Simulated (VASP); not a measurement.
Data:

```yaml
crystal:
  lattice:
    - [1.44487, -2.50259, 0.00000]
    - [1.44487, 2.50259, 0.00000]
    - [0.00000, 0.00000, 4.58500]
  atoms:
    - { symbol: Ti, position: [0.33333, 0.66667, 0.25000] }
    - { symbol: Ti, position: [0.66667, 0.33333, 0.75000] }
```

Level of theory: PBEsol GGA, VASP's PBE PAW potentials (set 64) (plane waves; VASP). Settings: 400 eV cut-off, Gaussian smearing of 0.050 eV, potentials Ti_sv.

Q: Give the energies of bands 9 to 15 at the high-symmetry points, in eV from the Fermi level.

A: 
| band | Γ | M | K | A | L | H |
|---|---|---|---|---|---|---|
| 9 | -6.32 | -2.42 | -1.85 | -4.40 | -2.70 | -1.33 |
| 10 | -2.83 | -2.32 | -1.44 | -4.40 | -2.70 | -1.33 |
| 11 | 0.78 | -2.00 | -1.44 | 0.06 | -0.90 | -1.17 |
| 12 | 0.78 | -0.58 | -1.35 | 0.06 | -0.90 | -1.17 |
| 13 | 0.87 | 0.46 | 0.20 | 0.68 | 1.44 | -0.21 |
| 14 | 0.89 | 0.64 | 0.20 | 0.68 | 1.44 | -0.21 |
| 15 | 1.31 | 1.22 | 1.55 | 0.68 | 1.80 | 1.73 |

It has no gap at this level: it comes out as a metal or semimetal.

The compound is Ti in the hcp structure. It was relaxed first, which changed the volume by -6 %.
